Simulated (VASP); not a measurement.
An input for Quantum ESPRESSO's pw.x (written as the equivalent of a VASP run, and not itself run):

```
&CONTROL
  calculation = 'vc-relax'
  pseudo_dir = './pseudo'
  outdir = './out'
  tprnfor = .true.
  tstress = .true.
  nstep = 60
  forc_conv_thr = 0.00039
/
&SYSTEM
  ibrav = 0
  nat = 2
  ntyp = 1
  ecutwfc = 58
  occupations = 'smearing'
  smearing = 'methfessel-paxton'
  degauss = 0.00735
  input_dft = 'vdw-df2'
/
&ELECTRONS
  conv_thr = 7.3e-08
  electron_maxstep = 100
/
&IONS
/
&CELL
/
ATOMIC_SPECIES
  Hf 178.490 Hf.upf
CELL_PARAMETERS angstrom
     1.6243294   -2.8134210    0.0000000
     1.6243294    2.8134210    0.0000000
     0.0000000   -0.0000000    5.1378436
ATOMIC_POSITIONS crystal
  Hf   0.3333330  0.6666670  0.2500000
  Hf   0.6666670  0.3333330  0.7500000
K_POINTS automatic
  12 12 7 0 0 0
```

Write the VASP files for the same calculation (vdW-DF2).

Several could match; the one computed here: 
File KPOINTS:
```
Automatic
0
G
12 12 7
```

POSCAR:
```
Hf
1
    1.6243294052    -2.8134210179     0.0000000000
    1.6243294052     2.8134210179     0.0000000000
    0.0000000000    -0.0000000000     5.1378435778
Hf
2
Direct
  0.3333330000   0.6666670000   0.2500000000
  0.6666670000   0.3333330000   0.7500000000
```

INCAR:
```
SYSTEM = Hf
PREC = Accurate
ENCUT = 520
EDIFF = 1E-6
NELM = 100
ALGO = Normal
LREAL = .FALSE.
LASPH = .TRUE.
ISMEAR = 1
SIGMA = 0.1
GGA = ML
ZAB_VDW = -1.8867
LUSE_VDW = .TRUE.
AGGAC = 0.0
LMAXMIX = 6
LWAVE = .FALSE.
LCHARG = .FALSE.
IBRION = 2
ISIF = 3
NSW = 60
EDIFFG = -0.01
```

POTCAR, in this order: Hf_pv (PBE.64 set). Program: vasp_std.

The two are equivalent in intent, not identical: the potentials are each code's own (VASP's PAW set, PseudoDojo norm-conserving files in pw.x), so ENCUT and ecutwfc are chosen apart and not converted; conv_thr bounds pw.x's estimated SCF error, while EDIFF bounds the energy change between steps; forc_conv_thr acts on force components and is met together with etot_conv_thr.

The compound is Hf in the hcp structure. It was relaxed first, which changed the volume by +6 %. The start is the result of an earlier pass.
